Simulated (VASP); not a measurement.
Given:

```yaml
crystal:
  lattice:
    - [0.00000, 3.35632, 3.35632]
    - [3.35632, 0.00000, 3.35632]
    - [3.35632, 3.35632, 0.00000]
  atoms:
    - { symbol: Rb, position: [0.00000, 0.00000, 0.00000] }
    - { symbol: Cl, position: [0.50000, 0.50000, 0.50000] }
```

All values below come from vdW-DF-cx, VASP's PBE PAW potentials (set 64) (plane waves; VASP). Numerical set-up: 520 eV cut-off, 7×7×7 Γ-centred mesh, Gaussian smearing of 0.050 eV, potentials Rb_sv Cl.

**Question.** Estimate the energy per atom (σ→0), band gap (on the k-mesh) with the smallest direct gap where there is one.

**Answer.** 
- band gap (on the k-mesh) = 4.93 eV
- smallest direct gap (on the k-mesh) = 4.93 eV
- energy per atom (σ→0) = -1.465 eV/atom

Total energies compare only between runs with the same potentials, cut-off and functional.

The compound is RbCl in the rock salt structure. This cell is one point of a volume scan, at 1.06 of the reference volume.
